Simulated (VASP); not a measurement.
The system is GaSb.

```
Ga Sb
1.0
     0.00000    3.06860    3.06860
     3.06860    0.00000    3.06860
     3.06860    3.06860    0.00000
Ga Sb
1 1
Direct
  0.00000 0.00000 0.00000
  0.25000 0.25000 0.25000
```

The cell is a database's computed one.

| Quantity | Value |
| --- | --- |
| Program | VASP 6.6.1 |
| Task | relaxation of cell and atoms |
| Functional | LDA |
| Potentials or basis | VASP PAW LDA potentials, release 64 (Ga_d, Sb) |
| Cutoff | 600 eV |
| k mesh | 12 × 12 × 12 |
| Occupations | gaussian, width 0.1 eV |
| Spin | no spin polarisation |

At the start: pressure -2.0 GPa; volume 28.89 Å³/atom.

Question: How do energy, volume and symmetry change on relaxing?

Answer: Over 3 steps the energy falls by 7.4 meV/atom and the volume is 27.76 Å³/atom (-3.9 %); space group F-43m (No. 216, to 0.05 Å).

The path:
| step | energy change (eV) | largest force (eV/Å) | pressure (GPa) | volume (Å³) |
| --- | --- | --- | --- | --- |
| 1 | 0.0000 | 0.0000 | -2.04 | 57.79 |
| 2 | -0.0131 | 0.0000 | 0.79 | 54.76 |
| 3 | -0.0149 | 0.0000 | 0.00 | 55.52 |

Final structure:
```
CELL_PARAMETERS angstrom
0.00000 3.02797 3.02797
3.02797 0.00000 3.02797
3.02797 3.02797 0.00000
ATOMIC_POSITIONS crystal
Ga 0.00000 0.00000 0.00000
Sb 0.25000 0.25000 0.25000
```
